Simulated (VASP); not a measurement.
The system is AlIn3N2.

```
CELL_PARAMETERS angstrom
5.67339 0.00000 0.00000
-2.83670 4.91330 0.00000
0.00000 0.00000 4.70611
ATOMIC_POSITIONS crystal
Al 0.00000 0.00000 0.50000
In 0.50000 0.00000 0.50000
In 0.00000 0.50000 0.50000
In 0.50000 0.50000 0.50000
N 0.33333 0.66667 0.00000
N 0.66667 0.33333 0.00000
```

The cell was built by a generator and needn't be a form met in nature.

| Quantity | Value |
| --- | --- |
| Program | VASP 6.6.1 |
| Task | relaxation of cell and atoms |
| Functional | PBE |
| Potentials or basis | VASP PAW PBE potentials, release 64 (Al, In_d, N) |
| Cutoff | 520 eV |
| k mesh | 3 × 3 × 3 |
| Occupations | gaussian, width 0.15 eV |
| Spin | no spin polarisation |

At the start: pressure -2.0 GPa; volume 21.86 Å³/atom.

Task: Where does the relaxation end?

Result: Over 11 steps the energy falls by 898.6 meV/atom and the volume is 17.67 Å³/atom (-19.2 %); space group P6/mmm (No. 191, to 0.05 Å).

The path:
| step | energy change (eV) | largest force (eV/Å) | pressure (GPa) | volume (Å³) |
| --- | --- | --- | --- | --- |
| 1 | 0.0000 | 0.0000 | -1.97 | 131.18 |
| 2 | -3.4476 | 0.0000 | -5.09 | 124.11 |
| 3 | -4.8151 | 0.0000 | -5.58 | 117.78 |
| 4 | -3.1546 | 0.0000 | 11.58 | 100.07 |
| 5 | -5.2441 | 0.0000 | -5.38 | 113.89 |
| 6 | -5.2904 | 0.0000 | -4.24 | 112.23 |
| 7 | -5.2848 | 0.0000 | -4.39 | 112.79 |
| 8 | -5.3554 | 0.0000 | 3.31 | 102.71 |
| 9 | -5.3873 | 0.0000 | 0.03 | 105.99 |
| 10 | -5.3873 | 0.0000 | -0.31 | 106.17 |
| 11 | -5.3918 | 0.0000 | -0.04 | 106.02 |

Final structure:
```
Al In N
1.0
     6.18911    0.00000    0.00000
    -3.09455    5.35993    0.00000
     0.00000    0.00000    3.19599
Al In N
1 3 2
Direct
  0.00000 0.00000 0.50000
  0.50000 0.00000 0.50000
  0.00000 0.50000 0.50000
  0.50000 0.50000 0.50000
  0.33333 0.66667 0.00000
  0.66667 0.33333 0.00000
```

Caveat: the k mesh is coarse (spacing up to 0.45 Å⁻¹), so the values aren't converged; the volume moved by over 15 % at a fixed basis, so the end points are rough.
